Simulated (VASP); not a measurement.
# Be3Se2S (I-4m2) in VASP: single point with r2SCAN

Aim: the single point of Be3Se2S with r2SCAN.

All numbers are computed with VASP 6.6.1; they aren't measurements. Logs are shortened: lines on timing, memory, paths and dates and some standing lists are left out, and cuts for length are marked.

**1. Starting point**

It takes space group I-4m2 (No. 119, tetragonal). Conventional cell: a = 3.593 Å, b = 3.593 Å, c = 15.232 Å, α = 90.00°, β = 90.00°, γ = 90.00°. Be (site symmetry -4m2) is surrounded by 4 Se at 2.22 Å. Be (site symmetry 2mm) has 2 S at 2.15 Å and 2 Se at 2.23 Å as nearest neighbours. Se (site symmetry 2mm) has 4 Be at 2.22 to 2.23 Å as nearest neighbours. S (site symmetry -4m2) is surrounded by 4 Be at 2.15 Å.

The cell was built by a generator and needn't be a form met in nature.

**2. Single point, r2SCAN**

Input file INCAR:

```
SYSTEM = Be3Se2S
PREC = Accurate ; ENCUT = 520
EDIFF = 1E-6 ; ISMEAR = 0
SIGMA = 0.03 ; LREAL = .False.
LASPH = .True. ; NELM = 150
ALGO = Normal ; ISIF = 2
LWAVE = .False. ; LCHARG = .False.
METAGGA = R2SCAN ; LMIXTAU = .True.
KPAR = 2
```

Input file KPOINTS:

```
regular mesh
0
Gamma
  10 10 10
  0 0 0
```

Input file POSCAR:

```
Be3Se2S
1.0
   -1.7966500000      1.7966500000      7.6159400000
    1.7966500000     -1.7966500000      7.6159400000
    1.7966500000      1.7966500000     -7.6159400000
Be Se S
3 2 1
Direct
    0.7500000000      0.2500000000      0.5000000000
    0.0771990000      0.5771990000      0.5000000000
    0.4228010000      0.9228010000      0.5000000000
    0.6638460000      0.6638460000      0.0000000000
    0.3361540000      0.3361540000      0.0000000000
    0.0000000000      0.0000000000      0.0000000000
```

Potentials or basis: VASP PAW PBE potentials, release 64 (Be, Se, S).

Command:

```
$ cat potpaw_PBE.64/Be/POTCAR potpaw_PBE.64/Se/POTCAR potpaw_PBE.64/S/POTCAR > POTCAR
$ mpirun -np 2 vasp_std > vasp.out
```

OUTCAR:

```text
SYSTEM = Be3Se2S
   PREC = Accurate
   ENCUT = 520
   EDIFF = 1E-6
   ISMEAR = 0
   LREAL = .False.
   LASPH = .True.
   NELM = 150
   ISIF = 2
   METAGGA = R2SCAN

 ion  position               nearest neighbor table
   1  0.750  0.250  0.500-   5 2.22   4 2.22   5 2.22   4 2.22
   2  0.077  0.577  0.500-   6 2.15   6 2.15   4 2.23   4 2.23
   3  0.423  0.923  0.500-   6 2.15   6 2.15   5 2.23   5 2.23
   4  0.664  0.664  0.000-   1 2.22   1 2.22   2 2.23   2 2.23
   5  0.336  0.336  0.000-   1 2.22   1 2.22   3 2.23   3 2.23
   6  0.000  0.000  0.000-   2 2.15   3 2.15   2 2.15   3 2.15

  LATTYP: Found a body centered tetragonal cell.
 ALAT       =     3.5933000000
 C/A-ratio  =     4.2389669663

  Lattice vectors:

 A1 = (  -1.7966500000,   1.7966500000,   7.6159400000)
 A2 = (   1.7966500000,  -1.7966500000,   7.6159400000)
 A3 = (   1.7966500000,   1.7966500000,  -7.6159400000)

Analysis of symmetry for initial positions (statically):
=====================================================================
 Subroutine PRICEL returns:
 Original cell was already a primitive cell.

 Routine SETGRP: Setting up the symmetry group for a
 body centered tetragonal supercell.

 Subroutine GETGRP returns: Found  8 space group operations
 (whereof  8 operations were pure point group operations)
 out of a pool of 16 trial point group operations.

The static configuration has the point symmetry D_2d.

Analysis of symmetry for dynamics (positions and initial velocities):
=====================================================================
 Subroutine PRICEL returns:
 Original cell was already a primitive cell.

 Routine SETGRP: Setting up the symmetry group for a
 body centered tetragonal supercell.

 Subroutine GETGRP returns: Found  8 space group operations
 (whereof  8 operations were pure point group operations)
 out of a pool of 16 trial point group operations.

The dynamic configuration has the point symmetry D_2d.

 Subroutine INISYM returns: Found  8 space group operations
 (whereof  8 operations are pure point group operations),
 and found     1 'primitive' translations

----------------------------------------------------------------------------------------

                                     Primitive cell

  volume of cell :      98.3355

  direct lattice vectors                    reciprocal lattice vectors
    -1.796650000  1.796650000  7.615940000     0.000000000  0.278295717  0.065651778
     1.796650000 -1.796650000  7.615940000     0.278295717  0.000000000  0.065651778
     1.796650000  1.796650000 -7.615940000     0.278295717  0.278295717  0.000000000

  length of vectors
     8.028601655  8.028601655  8.028601655     0.285934716  0.285934716  0.393569577

  position of ions in fractional coordinates (direct lattice)
     0.750000000  0.250000000  0.500000000
     0.077199000  0.577199000  0.500000000
     0.422801000  0.922801000  0.500000000
     0.663846000  0.663846000  0.000000000
     0.336154000  0.336154000  0.000000000
     0.000000000  0.000000000  0.000000000

  ion indices of the primitive-cell ions
   primitive index   ion index
                 1           1
                 2           2
                 3           3
                 4           4
                 5           5
                 6           6

----------------------------------------------------------------------------------------

 KPOINTS: regular mesh

Automatic generation of k-mesh.
 Grid dimensions read from file:
 generate k-points for:   10   10   10

 Generating k-lattice:

  Cartesian coordinates                     Fractional coordinates (reciprocal lattice)
     0.000000000  0.027829572  0.006565178     0.100000000 -0.000000000  0.000000000
     0.027829572  0.000000000  0.006565178    -0.000000000  0.100000000  0.000000000
     0.027829572  0.027829572  0.000000000     0.000000000  0.000000000  0.100000000

  Length of vectors
     0.028593472  0.028593472  0.039356958

  Shift w.r.t. Gamma in fractional coordinates (k-lattice)
     0.000000000  0.000000000  0.000000000

 Subroutine IBZKPT returns following result:
 ===========================================

 Found    102 irreducible k-points:

 Following reciprocal coordinates:
            Coordinates               Weight
  0.000000  0.000000  0.000000      1.000000
  0.100000  0.000000  0.000000      8.000000
  0.200000  0.000000  0.000000      8.000000
  0.300000 -0.000000  0.000000      8.000000
  0.400000 -0.000000  0.000000      8.000000
  0.500000  0.000000  0.000000      4.000000
[... 16 lines left out ...]
  0.300000  0.300000  0.000000      8.000000
  0.400000  0.300000  0.000000     16.000000
 [... further k-points ...]
   k-points           NKPTS =    102   k-points in BZ     NKDIM =    102   number of bands    NBANDS=     16
   number of dos      NEDOS =    301   number of ions     NIONS =      6
   total plane-waves  NPLWV = 216000
   dimension x,y,z NGX =    60 NGY =   60 NGZ =   60
   dimension x,y,z NGXF=   120 NGYF=  120 NGZF=  120
   ions per type =               3   2   1
   NGX,Y,Z   is equivalent  to a cutoff of  12.42, 12.42, 12.42 a.u.
   NGXF,Y,Z  is equivalent  to a cutoff of  24.85, 24.85, 24.85 a.u.
 SYSTEM =  Be3Se2S
   PREC   = accura    normal or accurate (medium, high low for compatibility)
   ISTART =      0    job   : 0-new  1-cont  2-samecut
   ICHARG =      2    charge: 1-file 2-atom 10-const
   ISPIN  =      1    spin polarized calculation?
   LNONCOLLINEAR =      F non collinear calculations
   LSORBIT =      F    spin-orbit coupling
   LASPH  =      T    aspherical Exc in radial PAW
   ENCUT  =  520.0 eV  38.22 Ry    6.18 a.u.  14.93 14.93 14.93*2*pi/ulx,y,z
   NELM   =    150;   NELMIN=  2; NELMDL= -5     # of ELM steps
   EDIFF  = 0.1E-05   stopping-criterion for ELM
   LREAL  =      F    real-space projection
   EDIFFG = 0.1E-04   stopping-criterion for IOM
   NSW    =      0    number of steps for IOM
   IBRION =     -1    ionic relax: 0-MD 1-quasi-New 2-CG
   NFREE  =      0    steps in history (QN), initial steepest desc. (CG)
   ISIF   =      2    stress and relaxation
   ISYM   =      2    0-nonsym 1-usesym 2-fastsym
   POTIM  = 0.5000    time-step for ionic-motion
   TEBEG  =    0.0;   TEEND  =   0.0 temperature during run
   PSTRESS=    0.0 pullay stress
   NELECT =      24.0000    total number of electrons
   NUPDOWN=      -1.0000    fix difference up-down
   EMIN   =  10.00;   EMAX   =-10.00  energy-range for DOS
   EFERMI =   0.00;   METHOD = LEGACY
   ISMEAR =     0;   SIGMA  =   0.03  broadening in eV -4-tet -1-fermi 0-gaus
   EFERMI_NEDOS =   21; number of points for ismear=-14 and -15
   IALGO  =     38    algorithm
   IMIX   =      4    mixing-type and parameters
     AMIX     =   0.40;   BMIX     =  1.00
     AMIX_MAG =   1.60;   BMIX_MAG =  1.00
  volume/ion in A,a.u.               =      16.39       110.60
  Fermi-wavevector in a.u.,A,eV,Ry     =   1.023077  1.933336 14.241042  1.046687
  Thomas-Fermi vector in A             =   2.156791
   LORBIT       =      0    0 simple, 1 ext, 2 COOP (PROOUT), +10 PAW based schemes
   METAGGA = R2SCAN    functional components
   LHFCALC =     F    Hartree Fock is set to
   AEXX    =    0.0000 exact exchange contribution
   IVDW    =     0    specifies the selected vdW correction
   LEPSILON=     F    determine dielectric tensor
   LRPA    =     F    only Hartree local field effects (RPA)
 non-spin polarized calculation
 Gauss-broadening in eV      SIGMA  =   0.03
  energy-cutoff  :      520.00
  volume of cell :       98.34
 maximum number of plane-waves:      2674
   NGX = 29   NGY = 29   NGZ = 29

 number of electron      23.9999999 magnetization

 Free energy of the ion-electron system (eV)
  ---------------------------------------------------
  ext. energy  EPLUGINS =         0.00000000
  ---------------------------------------------------
  free energy    TOTEN  =       -55.76328256 eV

  energy without entropy =      -55.76328256  energy(sigma->0) =      -55.76328256

 E-fermi :   3.4478     XC(G=0):  -9.8777

 val. band max:        3.2722214789   @ k =   0.0000   0.0000   0.0000
 cond. band min:       6.4609618739   @ k =   0.5000   0.5000   0.0000
 fundamental gap:      3.1887403949
 Fermi energy:         3.4477808642

 k-point     1 :       0.0000    0.0000    0.0000
  band No.  band energies     occupation
      1     -11.0100      2.00000
      2      -9.6834      2.00000
      3      -9.6703      2.00000
      4      -0.8190      2.00000
      5      -0.8163      2.00000
      6       0.5706      2.00000
[... 8 lines left out ...]
     15       8.5906      0.00000
     16       8.6374      0.00000

 k-point     2 :       0.1000    0.0000    0.0000
  band No.  band energies     occupation
      1     -10.9355      2.00000
      2      -9.7399      2.00000
      3      -9.5467      2.00000
      4      -1.1163      2.00000
      5      -0.7980      2.00000
      6       0.4862      2.00000
[... 8 lines left out ...]
     15       8.7641      0.00000
     16       8.9021      0.00000

 k-point     3 :       0.2000    0.0000    0.0000
  band No.  band energies     occupation
      1     -10.7203      2.00000
      2      -9.7276      2.00000
      3      -9.3932      2.00000
      4      -1.5693      2.00000
      5      -1.2257      2.00000
      6       0.2923      2.00000
[... 8 lines left out ...]
     15       8.9269      0.00000
     16       9.3914      0.00000

 k-point     4 :       0.3000   -0.0000    0.0000
  band No.  band energies     occupation
      1     -10.3917      2.00000
      2      -9.6616      2.00000
      3      -9.2961      2.00000
      4      -2.0471      2.00000
      5      -1.8201      2.00000
      6       0.0246      2.00000
[... 8 lines left out ...]
     15       9.1401      0.00000
     16       9.7806      0.00000

 k-point     5 :       0.4000   -0.0000    0.0000
  band No.  band energies     occupation
      1     -10.0068      2.00000
      2      -9.5864      2.00000
      3      -9.3451      2.00000
      4      -2.4378      2.00000
      5      -2.0857      2.00000
      6      -1.0170      2.00000
[... 8 lines left out ...]
     15       9.3334      0.00000
     16       9.8248      0.00000

 k-point     6 :       0.5000    0.0000    0.0000
  band No.  band energies     occupation
      1      -9.7329      2.00000
      2      -9.5460      2.00000
      3      -9.5005      2.00000
      4      -2.6095      2.00000
      5      -1.9027      2.00000
      6      -1.6595      2.00000
[... 8 lines left out ...]
     15       9.3283      0.00000
     16       9.8933      0.00000
[... 267 lines left out ...]
 k-point    21 :      -0.3000    0.2000   -0.0000
  band No.  band energies     occupation
      1     -10.1724      2.00000
      2      -9.4020      2.00000
      3      -9.2632      2.00000
      4      -1.8186      2.00000
      5      -1.6152      2.00000
      6      -0.4274      2.00000
[... 8 lines left out ...]
     15       9.1689      0.00000
     16       9.9921      0.00000

 k-point    22 :      -0.2000    0.2000    0.0000
  band No.  band energies     occupation
      1     -10.4719      2.00000
      2      -9.4623      2.00000
      3      -9.3954      2.00000
      4      -1.4911      2.00000
      5      -1.3180      2.00000
      6      -0.3892      2.00000
[... 8 lines left out ...]
     15       9.8174      0.00000
     16       9.9548      0.00000

 k-point    23 :       0.3000    0.3000    0.0000
  band No.  band energies     occupation
      1      -9.8335      2.00000
      2      -9.4725      2.00000
      3      -9.0452      2.00000
      4      -1.4576      2.00000
      5      -1.3978      2.00000
      6      -0.9124      2.00000
[... 8 lines left out ...]
     15       9.1810      0.00000
     16       9.8424      0.00000

 k-point    24 :       0.4000    0.3000    0.0000
  band No.  band energies     occupation
      1      -9.5597      2.00000
      2      -9.3017      2.00000
      3      -9.0644      2.00000
      4      -1.7463      2.00000
      5      -1.5604      2.00000
      6      -1.2934      2.00000
[... 8 lines left out ...]
     15       9.6080      0.00000
     16       9.8620      0.00000

 [... further k-points ...]
[... 5 lines left out ...]
  --------------------------------------------------------------------------------------
  -------------------------------------------------------------------------------------
  Total       -0.2914595     -0.2914595     -0.3042325      0.0000000     -0.0000000      0.0000000
  in kB       -4.7487386     -4.7487386     -4.9568494      0.0000000     -0.0000000      0.0000000
  external PRESSURE =      -4.8181089 kB  Pullay stress =       0.0000000 kB

 VOLUME and BASIS-vectors are now :
 -----------------------------------------------------------------------------
  energy-cutoff  :      520.00
  volume of cell :       98.34
      direct lattice vectors                 reciprocal lattice vectors
    -1.796650000  1.796650000  7.615940000     0.000000000  0.278295717  0.065651778
     1.796650000 -1.796650000  7.615940000     0.278295717  0.000000000  0.065651778
     1.796650000  1.796650000 -7.615940000     0.278295717  0.278295717  0.000000000

 POSITION                                       TOTAL-FORCE (eV/Angst)
 -----------------------------------------------------------------------------------
     -0.00000      1.79665      3.80797        -0.000000     -0.000000      0.000000
      1.79665      0.00000      1.17589        -0.000000     -0.000000      0.040724
      1.79665      0.00000      6.44005         0.000000      0.000000     -0.040724
      0.00000      0.00000     10.11162        -0.000000     -0.000000     -0.003945
      0.00000      0.00000      5.12026         0.000000      0.000000      0.003945
      0.00000      0.00000      0.00000        -0.000000     -0.000000      0.000000
 -----------------------------------------------------------------------------------
    total drift:                                0.000000     -0.000000     -0.000000

  FREE ENERGIE OF THE ION-ELECTRON SYSTEM (eV)
  ---------------------------------------------------
  free  energy   TOTEN  =       -55.7632825612 eV

  energy  without entropy=      -55.7632825612  energy(sigma->0) =      -55.76328256
```

Run time: 15 min. Hardware: 2 MPI ranks of Intel Xeon Platinum 8559C (Emerald Rapids), shared host; peak memory 0.65 GiB.

What came out:

```
Free energy            : -55.7633 eV
Pressure               : -0.5 GPa
Largest force          : 0.041 eV/Å
Band gap on the k mesh : 3.19 eV, indirect (least direct gap 3.61 eV)
```

Forces in eV/Å, atoms in the order of the input:
```
Be   0.000  0.000  0.000
Be   0.000  0.000  0.041
Be   0.000  0.000 -0.041
Se   0.000  0.000 -0.004
Se   0.000  0.000  0.004
S    0.000  0.000  0.000
```

Levels at points of the mesh, in eV from the valence-band top:
| k point | band 8 | band 9 | band 10 | band 11 | band 12 | band 13 | band 14 | band 15 | band 16 |
| --- | --- | --- | --- | --- | --- | --- | --- | --- | --- |
| (0.00, 0.00, 0.00) | -1.92 | -1.92 | -0.10 | 0.00 | 0.00 | 3.69 | 4.00 | 5.32 | 5.37 |
| (0.50, 0.00, 0.00) | -2.45 | -1.93 | -1.14 | -0.84 | -0.78 | 5.07 | 5.64 | 6.06 | 6.62 |
| (0.50, 0.50, 0.00) | -3.41 | -3.36 | -3.15 | -2.72 | -2.67 | 3.19 | 4.83 | 5.20 | 5.27 |
| (0.50, 0.50, 0.50) | -1.68 | -1.20 | -1.20 | -0.69 | -0.69 | 3.19 | 4.66 | 4.98 | 5.18 |

Caveat: the PAW data sets were made with another functional, which shifts forces and pressure a little.
